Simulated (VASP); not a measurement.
VASP input:

KPOINTS:
```
kpoints
0
Gamma
12 12 7
```

File POSCAR:
```
Y
1.0
  1.8185178753  -3.1497656221   0.0000000000
  1.8185178753   3.1497656221   0.0000000000
  0.0000000000   0.0000000000   5.6002368623
Y
2
Cart
  1.8185178753   1.0499239739   1.4000592156
  1.8185178753  -1.0499239739   4.2001776467
```

INCAR:
```
! general
SYSTEM  = Y
PREC    = Accurate
ENCUT   = 520
LREAL   = .FALSE.
LASPH   = .TRUE.

! electronic loop
EDIFF   = 1E-7
NELM    = 100
ALGO    = Normal
LMAXMIX = 4

! smearing
ISMEAR  = 1
SIGMA   = 0.1

! functional
GGA     = PS

! ions
IBRION  = 2
NSW     = 30
ISIF    = 4
EDIFFG  = -0.01

! output
LWAVE   = .FALSE.
LCHARG  = .FALSE.
```

POTCAR, in this order: Y_sv (PBE.64 set). Program: vasp_std.

### Question
Write an equivalent input for Quantum ESPRESSO's pw.x.

### Answer
One equivalent input (not run):
```
&CONTROL
  calculation = 'vc-relax'
  pseudo_dir = './pseudo'
  outdir = './out'
  tprnfor = .true.
  tstress = .true.
  nstep = 30
  forc_conv_thr = 0.00039
/
&SYSTEM
  ibrav = 0
  nat = 2
  ntyp = 1
  ecutwfc = 72
  occupations = 'smearing'
  smearing = 'methfessel-paxton'
  degauss = 0.00735
  input_dft = 'pbesol'
/
&ELECTRONS
  conv_thr = 7.3e-09
  electron_maxstep = 100
/
&IONS
/
&CELL
  cell_dofree = 'shape'
/
ATOMIC_SPECIES
  Y 88.906 Y.upf
CELL_PARAMETERS angstrom
     1.8185179   -3.1497656    0.0000000
     1.8185179    3.1497656    0.0000000
     0.0000000    0.0000000    5.6002369
ATOMIC_POSITIONS crystal
  Y    0.3333330  0.6666670  0.2500000
  Y    0.6666670  0.3333330  0.7500000
K_POINTS automatic
  12 12 7 0 0 0
```
What does not carry over: the potentials are each code's own (VASP's PAW set, PseudoDojo norm-conserving files in pw.x), so ENCUT and ecutwfc are chosen apart and not converted; conv_thr bounds pw.x's estimated SCF error, while EDIFF bounds the energy change between steps; forc_conv_thr acts on force components and is met together with etot_conv_thr.

The compound is Y in the hcp structure. This cell is one point of a volume scan, at 1.03 of the reference volume. Symmetry was kept, so distortions that lower it aren't found.
